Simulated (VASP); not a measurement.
Computed with vdW-DF-cx, VASP's PBE PAW potentials (set 64) (plane waves; VASP).

Input for VASP

**INCAR**
```
# general
SYSTEM   = CaO
PREC     = Accurate
ENCUT    = 520   # plane-wave cut-off (eV)
LREAL    = F   # projection in real space or not
LASPH    = T   # aspherical one-centre terms

# electronic loop
EDIFF    = 1E-7
NELM     = 100
ALGO     = Normal

# smearing
ISMEAR   = 0
SIGMA    = 0.05

# functional
GGA      = CX
LUSE_VDW = T
AGGAC    = 0.0

# ions
ISIF     = 2

# output
LWAVE    = F
LCHARG   = F
```

File POSCAR:
```
CaO
1
    0.0000000000     2.4167494750     2.4167494750
    2.4167494750     0.0000000000     2.4167494750
    2.4167494750     2.4167494750     0.0000000000
Ca O
1 1
Direct
  0.0000000000   0.0000000000   0.0000000000
  0.5000000000   0.5000000000   0.5000000000
```

### KPOINTS
```
Regular mesh
0
Gamma
 10 10 10
0 0 0
```

POTCAR, in this order: Ca_sv O (PBE.64 set). Program: vasp_std.

Q: What does the run give for the energy per atom (σ→0), pressure, band gap (on the k-mesh)?

A: 
```yaml
energy per atom (σ→0): -4561 meV/atom
band gap (on the k-mesh): 3.63 eV
pressure: -3.16 GPa
```

**OSZICAR**
```
...
DAV:   9    -0.912195523531E+01    0.18714E-02   -0.24254E-02  1416   0.125E+00    0.136E-01
DAV:  10    -0.912242763554E+01   -0.47240E-03   -0.22423E-03  1180   0.512E-01    0.242E-02
DAV:  11    -0.912244482550E+01   -0.17190E-04   -0.23383E-04  1672   0.140E-01    0.197E-02
DAV:  12    -0.912244146086E+01    0.33646E-05   -0.17718E-05  1264   0.508E-02    0.734E-03
DAV:  13    -0.912244084353E+01    0.61733E-06   -0.52269E-06  1544   0.183E-02    0.219E-03
DAV:  14    -0.912244053190E+01    0.31163E-06   -0.39948E-07  1328   0.782E-03    0.733E-04
DAV:  15    -0.912244053122E+01    0.67939E-09   -0.73718E-08   656   0.274E-03
   1 F= -.91224405E+01 E0= -.91224405E+01  d E =-.233975E-17
```

The compound is CaO in the rock salt structure. This cell is one point of a volume scan, at 1.03 of the reference volume.
